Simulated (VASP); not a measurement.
```
Fe
1.0
   -1.37369     1.37369     1.37369
    1.37369    -1.37369     1.37369
    1.37369     1.37369    -1.37369
Fe
1
Direct
  0.00000   0.00000   0.00000
```
Starting moments (μB, in the order of the record's atoms Fe): 2.1.

These are rev-vdW-DF2, VASP's PBE PAW potentials (set 64) (plane waves; VASP) values and carry that method's errors. Settings: 520 eV cut-off, 18×18×18 Γ-centred mesh, first-order Methfessel-Paxton smearing of 0.10 eV, potentials Fe.

Question: Predict the cell moment, energy per atom (σ→0), pressure, band gap (on the k-mesh) with the smallest direct gap where there is one.

Answer: 
```json
{
 "band gap (on the k-mesh)": "none (metal, semimetal or under 0.01 eV)",
 "cell_moment": "2.02 μB",
 "energy per atom (σ→0)": "-6.130 eV/atom",
 "pressure": "15.50 GPa"
}
```

Question: Give the moment on each site (PAW-sphere projection).

Answer: 
| site | moment (μB) |
|---|---|
| Fe1 | 1.99 |

The absolute energy has meaning only against runs of the same code, potentials and settings.

The compound is Fe in the bcc structure. This cell is one point of a volume scan, at 0.94 of the reference volume.
